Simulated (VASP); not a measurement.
# GaP: GW quasiparticle gap, part 3 of 4

Wanted: how far GW moves the Kohn-Sham levels of GaP. The cell is of the zinc-blende type, one of the forms listed for this formula. The start is a cell from a database of measured crystal structures.

VASP 6.6.1, plane waves and PAW; the level of theory is named at each step.

So far, gap on the k-mesh (eV): step 3 (empty bands) 1.65.

**4. evGW0 (continued)**

Level of this step: evGW0 on PBE; plane waves and PAW (Ga_d_GW, P_GW) (VASP).

Parts of OUTCAR (step 4):

```text
The static configuration has the point symmetry T_d .

 Found     16 irreducible k-points:

   k-points           NKPTS =     16   k-points in BZ     NKDIM =    216   number of bands    NBANDS=    264

   NELECT =      18.0000    total number of electrons

 E-fermi :   5.1885

 QP shifts <psi_nk| G(iteration)W_0 |psi_nk>: iteration 1
 for sc-GW calculations column KS-energies equals QP-energies in previous step
 and V_xc(KS)=  KS-energies - (<T + V_ion + V_H > + <T+V_H+V_ion>^1  + <V_x>^1)
 k-point   1 :       0.0000    0.0000    0.0000
  band No.  KS-energies  QP-energies   sigma(KS)   V_xc(KS)     V^pw_x(r,r')   Z            occupation Imag(sigma)
    ...
      6      -8.1293      -8.6899     -12.2426     -11.3657     -18.6847       0.6394       2.0000       0.9500
      7       4.3650       3.6981     -13.4862     -12.6105     -14.3547       0.7617       2.0000      -0.0039
      8       4.3650       3.6981     -13.4862     -12.6105     -14.3547       0.7617       2.0000      -0.0039
      9       4.3650       3.6981     -13.4862     -12.6105     -14.3547       0.7617       2.0000      -0.0039
     10       6.1861       6.4159     -11.3302     -11.6286      -7.1651       0.7701       0.0000      -0.1030
     11       8.2449       8.3664     -10.3307     -10.4894      -5.9230       0.7647       0.0000      -0.1109
     12       8.2449       8.3664     -10.3307     -10.4894      -5.9230       0.7647       0.0000      -0.1109
     13       8.2449       8.3664     -10.3307     -10.4894      -5.9230       0.7647       0.0000      -0.1109
    ...

 k-point   2 :       0.1667    0.0000    0.0000
  band No.  KS-energies  QP-energies   sigma(KS)   V_xc(KS)     V^pw_x(r,r')   Z            occupation Imag(sigma)
    ...
      6      -7.7733      -8.3652     -12.4635     -11.5539     -18.8044       0.6507       2.0000       0.9125
      7       1.9759       1.3118     -12.7988     -11.9046     -14.3439       0.7427       2.0000       0.0151
      8       3.9940       3.3147     -13.2644     -12.3719     -14.2198       0.7612       2.0000      -0.0023
      9       3.9940       3.3147     -13.2644     -12.3719     -14.2198       0.7612       2.0000      -0.0023
     10       6.7746       6.9625     -10.8907     -11.1354      -6.7128       0.7683       0.0000      -0.1031
     11       8.7936       8.9243     -10.4975     -10.6697      -5.9183       0.7592       0.0000      -0.1189
     12       8.7936       8.9243     -10.4975     -10.6697      -5.9183       0.7592       0.0000      -0.1189
     13       9.3895       9.4822     -10.8855     -11.0088      -6.1464       0.7522       0.0000      -0.1295
    ...

 k-point   3 :       0.3333    0.0000    0.0000
  band No.  KS-energies  QP-energies   sigma(KS)   V_xc(KS)     V^pw_x(r,r')   Z            occupation Imag(sigma)
    ...
      6      -6.8267      -7.4602     -12.9318     -11.9842     -18.9774       0.6684       2.0000       0.8114
      7      -0.8448      -1.5435     -12.2630     -11.2800     -15.1885       0.7108       2.0000       0.1277
      8       3.4580       2.7520     -13.0776     -12.1442     -14.2290       0.7563       2.0000       0.0015
      9       3.4580       2.7520     -13.0776     -12.1442     -14.2290       0.7563       2.0000       0.0015
     10       6.2599       6.4152     -10.6555     -10.8563      -6.6479       0.7734       0.0000      -0.1024
     11       9.1700       9.2934     -10.2723     -10.4352      -5.5964       0.7577       0.0000      -0.1267
     12       9.1700       9.2934     -10.2723     -10.4352      -5.5964       0.7577       0.0000      -0.1267
     13      11.9614      11.9792     -10.3959     -10.4200      -4.7456       0.7357       0.0000      -0.2397
    ...

 QP shifts <psi_nk| G(iteration)W_0 |psi_nk>: iteration 2
 k-point   1 :       0.0000    0.0000    0.0000
  band No. old QP-enery  QP-energies   sigma(KS)   T+V_ion+V_H  V^pw_x(r,r')   Z            occupation Imag(sigma)
    ...
      6      -8.6899      -8.9167     -12.2792       3.2364     -18.6847       0.6429       2.0000       0.9248
      7       3.6981       3.5810     -13.4309      16.9756     -14.3547       0.7634       2.0000      -0.0018
      8       3.6981       3.5810     -13.4309      16.9756     -14.3547       0.7634       2.0000      -0.0018
      9       3.6981       3.5810     -13.4309      16.9756     -14.3547       0.7634       2.0000      -0.0018
     10       6.4159       6.4130     -11.4025      17.8147      -7.1651       0.7697       0.0000      -0.1051
     11       8.3664       8.3639     -10.3712      18.7344      -5.9230       0.7653       0.0000      -0.1118
     12       8.3664       8.3639     -10.3712      18.7344      -5.9230       0.7653       0.0000      -0.1118
     13       8.3664       8.3639     -10.3712      18.7344      -5.9230       0.7653       0.0000      -0.1118
    ...

 QP shifts <psi_nk| G(iteration)W_0 |psi_nk>: iteration 3
 k-point   1 :       0.0000    0.0000    0.0000
  band No. old QP-enery  QP-energies   sigma(KS)   T+V_ion+V_H  V^pw_x(r,r')   Z            occupation Imag(sigma)
    ...
      6      -8.9167      -8.9860     -12.2611       3.2364     -18.6847       0.6414       2.0000       0.9336
      7       3.5810       3.5566     -13.4265      16.9756     -14.3547       0.7631       2.0000      -0.0018
      8       3.5810       3.5566     -13.4265      16.9756     -14.3547       0.7631       2.0000      -0.0018
      9       3.5810       3.5566     -13.4265      16.9756     -14.3547       0.7631       2.0000      -0.0018
     10       6.4130       6.4058     -11.4110      17.8147      -7.1651       0.7704       0.0000      -0.1059
     11       8.3639       8.3591     -10.3768      18.7344      -5.9230       0.7672       0.0000      -0.1119
     12       8.3639       8.3591     -10.3768      18.7344      -5.9230       0.7672       0.0000      -0.1119
     13       8.3639       8.3591     -10.3768      18.7344      -5.9230       0.7672       0.0000      -0.1119
    ...

 QP shifts <psi_nk| G(iteration)W_0 |psi_nk>: iteration 4
 k-point   1 :       0.0000    0.0000    0.0000
  band No. old QP-enery  QP-energies   sigma(KS)   T+V_ion+V_H  V^pw_x(r,r')   Z            occupation Imag(sigma)
    ...
      6      -8.9860      -9.0056     -12.2530       3.2364     -18.6847       0.6406       2.0000       0.9380
      7       3.5566       3.5509     -13.4264      16.9756     -14.3547       0.7634       2.0000      -0.0018
      8       3.5566       3.5509     -13.4264      16.9756     -14.3547       0.7634       2.0000      -0.0018
      9       3.5566       3.5509     -13.4264      16.9756     -14.3547       0.7634       2.0000      -0.0018
     10       6.4058       6.4031     -11.4123      17.8147      -7.1651       0.7705       0.0000      -0.1061
     11       8.3591       8.3574     -10.3774      18.7344      -5.9230       0.7672       0.0000      -0.1119
     12       8.3591       8.3574     -10.3774      18.7344      -5.9230       0.7672       0.0000      -0.1119
     13       8.3591       8.3574     -10.3774      18.7344      -5.9230       0.7672       0.0000      -0.1119
    ...

[... 7 parts as in an earlier step ...]

[... 26 further parts left out ...]
```

This step gave:

```
quasiparticle gap on the mesh                 : 2.336 eV
smallest direct quasiparticle gap on the mesh : 2.852 eV
gap of the starting orbitals on the mesh      : 1.647 eV
```

QP gap by iteration, by row:

```
iteration  gap (eV)  direct gap (eV)
        1     2.222            2.718
        2     2.316            2.832
        3     2.333            2.849
        4     2.336            2.852
```

GW takes the gap from 1.647 to 2.336 eV. The last pass still moved it by +3 meV. The mesh misses a band edge: at the starting level the path gave a gap 0.06 eV smaller. Spin-orbit coupling is left out. The value holds for 264 bands, ENCUTGW = 200 eV and this mesh, and isn't shown to be converged in them.

**5. QPGW0**

This step: QPGW0 on PBE; plane waves and PAW (Ga_d_GW, P_GW) (VASP 6.6.1).

Here the orbitals are updated too, by diagonalising a Hermitian self-energy in the bands up to NBANDSGW.

INCAR reads:

```
SYSTEM = GaP
PREC = Accurate
ENCUT = 430
ISMEAR = 0
SIGMA = 0.01
LREAL = .FALSE.
GGA = PE
NBANDS = 264
ALGO = QPGW0
NELMGW = 4
ENCUTGW = 200
NOMEGA = 48
PRECFOCK = Fast
NBANDSGW = 32
LWAVE = .FALSE.
LCHARG = .FALSE.
```

POSCAR reads:

```
GaP
1.0
    0.0000000000      2.7252500000      2.7252500000
    2.7252500000      0.0000000000      2.7252500000
    2.7252500000      2.7252500000      0.0000000000
Ga P
1 1
Direct
    0.0000000000      0.0000000000      0.0000000000
    0.2500000000      0.2500000000      0.2500000000
```

KPOINTS reads:

```
Automatic mesh
0
Gamma
6 6 6
0 0 0
```

Potentials, in the order of the species: Ga_d_GW and P_GW (PBE family, release 64).

On the command line:

```bash
> mpirun -np 8 vasp_std
```

The log of the run:

```text
[banner, memory and clock lines left out]
running    8 mpi-ranks, on    1 nodes
[...]
|                                                                             |
|           W    W    AA    RRRRR   N    N  II  N    N   GGGG   !!!           |
|           W    W   A  A   R    R  NN   N  II  NN   N  G    G  !!!           |
|           W    W  A    A  R    R  N N  N  II  N N  N  G       !!!           |
|           W WW W  AAAAAA  RRRRR   N  N N  II  N  N N  G  GGG   !            |
|           WW  WW  A    A  R   R   N   NN  II  N   NN  G    G                |
|           W    W  A    A  R    R  N    N  II  N    N   GGGG   !!!           |
|                                                                             |
|     For optimal performance we recommend to set                             |
|       NCORE = 2 up to number-of-cores-per-socket                            |
|     NCORE specifies how many cores store one orbital (NPAR=cpu/NCORE).      |
|     This setting can greatly improve the performance of VASP for DFT.       |
|     The default, NCORE=1 might be grossly inefficient on modern             |
|     multi-core architectures or massively parallel machines. Do your        |
|     Unfortunately you need to use the default for GW and RPA                |
|     calculations (for HF NCORE is supported but not extensively tested      |
|     yet).                                                                   |
|                                                                             |

|                                                                             |
|           W    W    AA    RRRRR   N    N  II  N    N   GGGG   !!!           |
|           W    W   A  A   R    R  NN   N  II  NN   N  G    G  !!!           |
|           W    W  A    A  R    R  N N  N  II  N N  N  G       !!!           |
|           W WW W  AAAAAA  RRRRR   N  N N  II  N  N N  G  GGG   !            |
|           WW  WW  A    A  R   R   N   NN  II  N   NN  G    G                |
|           W    W  A    A  R    R  N    N  II  N    N   GGGG   !!!           |
|                                                                             |
|     The default for ENCUTGWSOFT is different in this version of VASP.       |
|     please manually set ENCUTGWSOFT =200 in the INCAR file.                 |
|                                                                             |

 LDA part: xc-table for (Slater+PW92), standard interpolation
 found WAVECAR, reading the header
 POSCAR, INCAR and KPOINTS ok, starting setup
[...]
reading WAVECAR
 the WAVECAR file was read successfully
 initial charge from wavefunction
 available memory per node:     84.49 GB, setting MAXMEM to     86513

 The Fermi energy was updated, please check that it is located mid-gap
[...]
total number of BLAS operations      10035.49 Gflops
NQ=   8   -0.3333    0.1667    0.0000,
|.........|.........|.........|.........|.........|.........|.........|.........
 performed      22085000 updates of chi_q(r,r)
 total number of BLAS operations      12092.99 Gflops
NQ=   9   -0.1667    0.1667    0.0000,
|.........|.........|.........|.........|.........|.........|.........|.........
 performed      25408000 updates of chi_q(r,r)
 total number of BLAS operations      14016.69 Gflops
NQ=  10    0.3333    0.3333    0.0000,
|.........|.........|.........|.........|.........|.........|.........|.........
 performed      27818000 updates of chi_q(r,r)
 total number of BLAS operations      15381.26 Gflops
NQ=  11    0.5000    0.3333    0.0000,
|.........|.........|.........|.........|.........|.........|.........|.........
 performed      31681000 updates of chi_q(r,r)
 total number of BLAS operations      17486.89 Gflops
NQ=  12   -0.3333    0.3333    0.0000,
|.........|.........|.........|.........|.........|.........|.........|.........
 performed      35004000 updates of chi_q(r,r)
 total number of BLAS operations      19229.14 Gflops
NQ=  13    0.5000    0.5000    0.0000,
|.........|.........|.........|.........|.........|.........|.........|.........
 performed      36772000 updates of chi_q(r,r)
 total number of BLAS operations      20141.99 Gflops
NQ=  14    0.5000    0.3333    0.1667,
|.........|.........|.........|.........|.........|.........|.........|.........
 performed      41142000 updates of chi_q(r,r)
 total number of BLAS operations      22505.64 Gflops
NQ=  15   -0.3333    0.3333    0.1667,
|.........|.........|.........|.........|.........|.........|.........|.........
 performed      45242000 updates of chi_q(r,r)
 total number of BLAS operations      24689.10 Gflops
NQ=  16   -0.3333    0.5000    0.1667,
|.........|.........|.........|.........|.........|.........|.........|.........
 performed      48581000 updates of chi_q(r,r)
 total number of BLAS operations      26467.68 Gflops
 resolving degeneracies of screened two electron integrals

 QP shifts <psi_nk| G(iteration)W_0 |psi_nk>: iteration 3
 NQ=           1  operations          48
 NQ=           2  operations           6
 NQ=           3  operations           6
 NQ=           4  operations          12
 NQ=           5  operations           8
 NQ=           6  operations           2
 NQ=           7  operations           2
 NQ=           8  operations           2
 NQ=           9  operations           4
 NQ=          10  operations           8
 NQ=          11  operations           2
 NQ=          12  operations           4
 NQ=          13  operations          16
 NQ=          14  operations           2
 NQ=          15  operations           2
 NQ=          16  operations           4
 allocating   6 responsefunctions rank=   280
 shmem allocating  48 responsefunctions rank=   280
 response function shared by NCSHMEM nodes    1
 Doing            6  frequencies on each core in blocks of           48
NQ=   1    0.0000    0.0000    0.0000,
|.........|.........|.........|.........|.........|.........|.........|.........
 performed       1261000 updates of chi_q(r,r)
 total number of BLAS operations        677.13 Gflops
NQ=   2    0.1667    0.0000    0.0000,
|.........|.........|.........|.........|.........|.........|.........|.........
 performed       3671000 updates of chi_q(r,r)
 total number of BLAS operations       2125.02 Gflops
NQ=   3    0.3333    0.0000    0.0000,
[key lines of the parts left out:]
E-fermi :   5.1885
```

Run time: 1.5 h. Hardware: 8 MPI ranks of AMD EPYC 7R43, shared host.

The run was cut off at its time limit.

More ranks or a longer limit would be the way on.

**6. Orbitals for another starting point**

This step: PBE; plane waves and PAW (Ga_d_GW, P_GW) (VASP 6.6.1).

A hybrid converges faster from good orbitals, so a cheap PBE run writes WAVECAR first.

INCAR reads:

```
SYSTEM = GaP
PREC = Accurate
ENCUT = 430
EDIFF = 1E-05
NELM = 100
ISMEAR = 0
SIGMA = 0.01
LREAL = .FALSE.
ALGO = Normal
GGA = PE
NBANDS = 15
LORBIT = 11
LWAVE = .TRUE.
LCHARG = .FALSE.
KPAR = 8
```

POSCAR is that of step 5.

KPOINTS is that of step 5.

On the command line:

```bash
> mpirun -np 8 vasp_std
```

The log of the run:

```text
[banner, memory and clock lines left out]
running    8 mpi-ranks, on    1 nodes
 distrk:  each k-point on    1 cores,    8 groups
 distr:  one band on    1 cores,    1 groups

 POSCAR found type information on POSCAR GaP
 POSCAR found :  2 types and       2 ions
 [... a notice as in an earlier step ...]

 LDA part: xc-table for (Slater+PW92), standard interpolation
 POSCAR, INCAR and KPOINTS ok, starting setup
 FFT: planning ... GRIDC
 FFT: planning ... GRID_SOFT
 FFT: planning ... GRID
 WAVECAR not read
 entering main loop
       N       E                     dE             d eps       ncg     rms          rms(c)
[... 10 cycles as in an earlier step ...]
DAV:  11    -0.908161864926E+01   -0.11580E-04   -0.20011E-05   648   0.481E-02    0.285E-03
DAV:  12    -0.908161932535E+01   -0.67610E-06   -0.14210E-06   345   0.118E-02
   1 F= -.90816193E+01 E0= -.90816193E+01  d E =-.890897E-36
 writing wavefunctions
```

Run time: 5.2 s. Hardware: 8 MPI ranks; peak memory 1.1 GiB.

OUTCAR, selected parts (step 6):

```text
   NELECT =      18.0000    total number of electrons

 E-fermi :   4.4508

 k-point     2 :       0.1667    0.0000    0.0000
  band No.  band energies     occupation
    ...
      5     -10.0901      2.00000
      6      -7.7733      2.00000
      7       1.9759      2.00000
      8       3.9940      2.00000
      9       3.9940      2.00000
     10       6.7746      0.00000
     11       8.7936      0.00000
     12       8.7937      0.00000
     13       9.3895      0.00000
     14      13.2909      0.00000
    ...

  Total        0.6301457      0.6301457      0.6301457      0.0000000     -0.0000000      0.0000000
  in kB       24.9403473     24.9403473     24.9403473      0.0000000     -0.0000000      0.0000000
  external PRESSURE =      24.9403473 kB  Pullay stress =       0.0000000 kB

  FREE ENERGIE OF THE ION-ELECTRON SYSTEM (eV)
  ---------------------------------------------------
  free  energy   TOTEN  =        -9.0816193254 eV

  energy  without entropy=       -9.0816193254  energy(sigma->0) =       -9.08161933

[... 14 parts as in an earlier step ...]

[... 4 further parts left out ...]
```

This step gave:

```yaml
pressure: 2.494 GPa
```

The run ends at a pressure of 2.49 GPa.

(Part 3 of 4 ends here.)

[Lines on the potential files, build, host, timing and source positions are cut from VASP's logs without a mark.]

[Logs are printed without paths, hosts, clocks, repeated set-up lines and the standing remarks that a program may print on its own settings, such as how far it seeks lower states.]

[Hosts, paths, dates, database ids (printed as entryN), source tags and the programs' standing remarks are cut or masked in the printed files.]

[Pressures printed for these runs are not shown converged in the cutoff: they can be off by several GPa and have the wrong sign.]
